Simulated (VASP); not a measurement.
# A VASP study of ScAl3 (PBEsol + D3(BJ)): structure first, properties next, part 2 of 2

What structure and properties does PBEsol + D3(BJ) give ScAl3, and how near are they to the measured ones? The start is a computed cell from the Materials Project.

VASP 6.6.1; PBEsol with D3(BJ); plane waves and PAW (Sc_sv, Al).

Still holding for the runs below: The k-mesh is coarse for a metal.

So far. Step 9 (Volume scan with PBEsol + D3(BJ) (run 2)): The run ends at a pressure of 4.45 GPa.

## 10. Volume scan with PBEsol + D3(BJ) (run 3)

The input, INCAR:

```
SYSTEM = ScAl3
PREC = Accurate
ENCUT = 400
EDIFF = 1E-06
NELM = 100
ISMEAR = 1
SIGMA = 0.2
LREAL = .FALSE.
ALGO = Normal
GGA = PS
IVDW = 12
NBANDS = 16
LASPH = .TRUE.
LORBIT = 11
LWAVE = .FALSE.
LCHARG = .FALSE.
KPAR = 4
ISIF = 2
```

The input, POSCAR:

```
ScAl3
1.0
    3.9921778224      0.0000000000      0.0000000000
    0.0000000000      3.9921778224      0.0000000000
    0.0000000000      0.0000000000      3.9921778224
Sc Al
1 3
Direct
    0.0000000000      0.0000000000      0.0000000000
    0.5000000000      0.0000000000      0.5000000000
    0.0000000000      0.5000000000      0.5000000000
    0.5000000000      0.5000000000      0.0000000000
```

The input, KPOINTS:

```
Automatic mesh
0
Gamma
5 5 5
0 0 0
```

The projector-augmented-wave data sets are Sc_sv and Al (PBE family, release 64).

Launch:

```bash
> mpirun -np 4 vasp_std
```

The job ended after 5.8 s (4 MPI ranks of Intel Xeon Platinum 8559C (Emerald Rapids), shared host; peak memory 0.61 GiB; 19 s of CPU time).

The pressure falls from 4.45 to 2.10 GPa.

The run ends at a pressure of 2.10 GPa.

## 11. Volume scan with PBEsol + D3(BJ) (run 4)

INCAR is that of step 10.

The input, POSCAR:

```
ScAl3
1.0
    4.0191528151      0.0000000000      0.0000000000
    0.0000000000      4.0191528151      0.0000000000
    0.0000000000      0.0000000000      4.0191528151
Sc Al
1 3
Direct
    0.0000000000      0.0000000000      0.0000000000
    0.5000000000      0.0000000000      0.5000000000
    0.0000000000      0.5000000000      0.5000000000
    0.5000000000      0.5000000000      0.0000000000
```

KPOINTS is that of step 10.

Launch:

```bash
> mpirun -np 4 vasp_std
```

Run time: 5.8 s. Hardware: 4 MPI ranks; peak memory 0.63 GiB; 19 s of CPU time.

The pressure falls from 2.10 to -0.02 GPa.

The run ends at a pressure of -0.02 GPa.

## 12. Volume scan with PBEsol + D3(BJ) (run 5)

INCAR is that of step 11.

The input, POSCAR:

```
ScAl3
1.0
    4.0457704969      0.0000000000      0.0000000000
    0.0000000000      4.0457704969      0.0000000000
    0.0000000000      0.0000000000      4.0457704969
Sc Al
1 3
Direct
    0.0000000000      0.0000000000      0.0000000000
    0.5000000000      0.0000000000      0.5000000000
    0.0000000000      0.5000000000      0.5000000000
    0.5000000000      0.5000000000      0.0000000000
```

KPOINTS is that of step 11.

Launch:

```bash
> mpirun -np 4 vasp_std
```

It took 5.8 s on 4 MPI ranks; peak memory 0.62 GiB; 19 s of CPU time.

The pressure falls from -0.02 to -1.94 GPa.

The run ends at a pressure of -1.94 GPa.

## 13. Volume scan with PBEsol + D3(BJ) (run 6)

INCAR is that of step 12.

The input, POSCAR:

```
ScAl3
1.0
    4.0720424700      0.0000000000      0.0000000000
    0.0000000000      4.0720424700      0.0000000000
    0.0000000000      0.0000000000      4.0720424700
Sc Al
1 3
Direct
    0.0000000000      0.0000000000      0.0000000000
    0.5000000000      0.0000000000      0.5000000000
    0.0000000000      0.5000000000      0.5000000000
    0.5000000000      0.5000000000      0.0000000000
```

KPOINTS is that of step 12.

Launch:

```bash
> mpirun -np 4 vasp_std
```

The job ended after 6 s (4 MPI ranks; peak memory 0.6 GiB).

The pressure falls from -1.94 to -3.67 GPa.

The run ends at a pressure of -3.67 GPa.

## 14. Volume scan with PBEsol + D3(BJ) (run 7)

A prediction first. A parabola through the 6 pressures of evenly scaled cells so far, P = -0.02 -101.1 t +208 t² GPa with t = ln(V/V₁) and V₁ the volume at scale 1, gives -5.21 GPa at t = +0.0583.

INCAR is that of step 13.

The input, POSCAR:

```
ScAl3
1.0
    4.0979797456      0.0000000000      0.0000000000
    0.0000000000      4.0979797456      0.0000000000
    0.0000000000      0.0000000000      4.0979797456
Sc Al
1 3
Direct
    0.0000000000      0.0000000000      0.0000000000
    0.5000000000      0.0000000000      0.5000000000
    0.0000000000      0.5000000000      0.5000000000
    0.5000000000      0.5000000000      0.0000000000
```

KPOINTS is that of step 13.

Launch:

```bash
> mpirun -np 4 vasp_std
```

Run time: 5.8 s. Hardware: 4 MPI ranks; peak memory 0.61 GiB.

The pressure falls from -3.67 to -5.24 GPa. The parabola predicted -5.21 GPa, +0.03 GPa off.

## 15. The series together

Times are for 4 MPI ranks of Intel Xeon Platinum 8559C (Emerald Rapids), shared host. The series side by side:

| no. | volume scale | energy above the lowest point (meV/atom) | pressure (GPa) | time | memory (GiB) |
| --- | --- | --- | --- | --- | --- |
| 1 | 0.94 | 20.8 | 7.034 | 5.8 s | 0.6 |
| 2 | 0.96 | 9.04 | 4.446 | 5.6 s | 0.61 |
| 3 | 0.98 | 2.26 | 2.100 | 5.8 s | 0.61 |
| 4 | 1 | 0 | -0.01847 | 5.8 s | 0.63 |
| 5 | 1.02 | 1.83 | -1.936 | 5.8 s | 0.62 |
| 6 | 1.04 | 7.35 | -3.673 | 6 s | 0.6 |
| 7 | 1.06 | 16.25 | -5.239 | 5.8 s | 0.61 |

## 16. Fit for PBEsol + D3(BJ)

This step: Birch-Murnaghan fit, PBEsol with D3(BJ); plane waves and PAW (VASP 6.6.1).

Derived from the runs above.

This step gave:

| Property | Result |
| --- | --- |
| pressure derivative of the bulk modulus | 3.942 |
| r.m.s. error of the fit | 3.46e-6 eV/atom |
| minimum inside the sampled range | yes |
| bulk modulus | 100.5 GPa |
| equilibrium volume of the fit | 16.24 Å³/atom |

The energy above the fitted minimum by volume:

| volume (Å³/atom) | energy above the fitted minimum (eV/atom) |
| --- | --- |
| 15.257 | 0.0208 |
| 15.582 | 0.00904 |
| 15.906 | 0.00226 |
| 16.231 | 2.1e-6 |
| 16.556 | 0.00184 |
| 16.880 | 0.00736 |
| 17.205 | 0.0163 |

The fitted volume lies +0.07 % from the relaxed one.

## 17. Summary of results

```
relaxed volume                            : 16.23 Å³/atom
relaxed conventional cell a, b, c         : 4.019, 4.019, 4.019 Å
space group after relaxing, within 0.02 Å : Pm-3m (No. 221)
band gap                                  : none, a metal
DOS at the Fermi level                    : 1.39 states/eV/cell
largest field gradient Vzz                : 17.41 V/Å² on Al2
bulk modulus from the fit                 : 101 GPa
volume from the fit                       : 16.2 Å³/atom
```

**Reading.** With PBEsol + D3(BJ), ScAl3 relaxes to 16.23 Å³/atom in space group Pm-3m (held by the symmetry of the run), comes out as a metal and has a bulk modulus of 101 GPa. Band structure (PBEsol + D3(BJ)): Of the bands kept, 2 cross the Fermi level on this path. The k-sampling is coarse for a metal, so the Fermi level, pressures and the shape of the cell carry errors. No search among competing phases was made, and a listed structure need not be the one stable at ambient conditions. All values are for a static lattice at zero temperature.

Calculation against experiment:

| quantity | measured | PBEsol with D3(BJ) |
| --- | --- | --- |
| lattice constant a (Å) | 4.103 | 4.019 (-2.0 %) |

Measured values from pmc:8067998 (2021).

Verdict: The lattice constant a is off by -2.0 %: a clear miss. The grades are ours: good and fair within 0.7 and 1.5 % for the lattice constant a. For lattice constants the calculation has a static lattice, without zero-point motion or thermal expansion (measured at up to 300 K).

[Lines on the potential files, build, host, timing and source positions are cut from VASP's logs without a mark.]

[Logs are printed without paths, hosts, clocks, repeated set-up lines and the standing remarks that a program may print on its own settings, such as how far it seeks lower states.]

[Hosts, paths, dates, database ids (printed as entryN), source tags and the programs' standing remarks are cut or masked in the printed files.]

[A measured line is paired with the nearest computed mode of its activity, which favours agreement.]
